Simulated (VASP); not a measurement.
Crystal: TiOs2.

```
Ti Os
1.0
     3.02193    0.00000    0.00000
     0.00000    3.02193    0.00000
     0.00000    0.00000    9.14580
Ti Os
2 4
Direct
  0.00000 0.50000 0.64781
  0.50000 0.00000 0.35219
  0.50000 0.00000 0.76683
  0.00000 0.50000 0.23317
  0.00000 0.50000 0.92566
  0.50000 0.00000 0.07434
```

The cell was built by a generator and needn't be a form met in nature.

| Item | Value |
| --- | --- |
| Program | VASP 6.6.1 |
| Task | relaxation of cell and atoms |
| Functional | PBE |
| Potentials or basis | VASP PAW PBE potentials, release 64 (Ti_sv, Os) |
| Cutoff | 600 eV |
| k mesh | 9 × 9 × 3 |
| Occupations | methfessel-paxton, width 0.2 eV |
| Spin | no spin polarisation |

At the start: pressure 64.3 GPa; volume 13.92 Å³/atom.

**Question.** Where does the relaxation end?

**Answer.** Over 27 steps the energy falls by 715.5 meV/atom and the volume is 15.18 Å³/atom (+9.0 %); space group P4/nmm (No. 129, to 0.05 Å).

Step by step:
| step | energy change (eV) | largest force (eV/Å) | pressure (GPa) | volume (Å³) |
| --- | --- | --- | --- | --- |
| 1 | 0.0000 | 5.7381 | 64.28 | 83.52 |
| 2 | 12.1967 | 2.0932 | -37.01 | 170.81 |
| 3 | -2.9939 | 1.3395 | -14.05 | 103.38 |
| 4 | -3.1913 | 1.2802 | -5.89 | 99.64 |
| 5 | -3.2080 | 1.5037 | -2.19 | 98.18 |
| 6 | -3.5396 | 1.6244 | -0.15 | 96.39 |
| 7 | -3.7445 | 1.8127 | 6.06 | 93.62 |
| 8 | -3.8636 | 1.8573 | 2.50 | 94.29 |
| 9 | -3.9332 | 2.0317 | -2.80 | 95.45 |
| 10 | -4.0453 | 1.5009 | -2.92 | 94.77 |
| 11 | -4.2267 | 0.4884 | -2.46 | 92.76 |
| 12 | -4.2409 | 0.4681 | -2.01 | 92.07 |
| 13 | -4.2618 | 0.4144 | 1.33 | 90.95 |
| 14 | -4.2624 | 0.4023 | 2.04 | 90.72 |
| 15 | -4.2791 | 0.2636 | 1.18 | 90.96 |
| 16 | -4.2886 | 0.1468 | -0.05 | 91.34 |
| 17 | -4.2886 | 0.1408 | -0.02 | 91.33 |
| 18 | -4.2897 | 0.1090 | -0.14 | 91.33 |
| 19 | -4.2917 | 0.0567 | -0.50 | 91.31 |
| 20 | -4.2919 | 0.0524 | -0.66 | 91.30 |
| 21 | -4.2925 | 0.0470 | -0.15 | 91.10 |
| 22 | -4.2925 | 0.0448 | 0.07 | 91.02 |
| 23 | -4.2926 | 0.0386 | 0.07 | 91.02 |
| 24 | -4.2928 | 0.0196 | 0.05 | 91.03 |
| 25 | -4.2929 | 0.0274 | 0.03 | 91.04 |
| 26 | -4.2929 | 0.0203 | 0.03 | 91.04 |
| 27 | -4.2929 | 0.0075 | -0.05 | 91.06 |

Final structure:
```
Ti Os
1.0
     3.17556    0.00000    0.00000
     0.00000    3.17556    0.00000
     0.00000    0.00000    9.02985
Ti Os
2 4
Cartesian
  0.0000 1.5878 5.3935
  1.5878 0.0000 3.6363
  1.5878 0.0000 6.7390
  0.0000 1.5878 2.2909
  0.0000 1.5878 8.4117
  1.5878 0.0000 0.6181
```
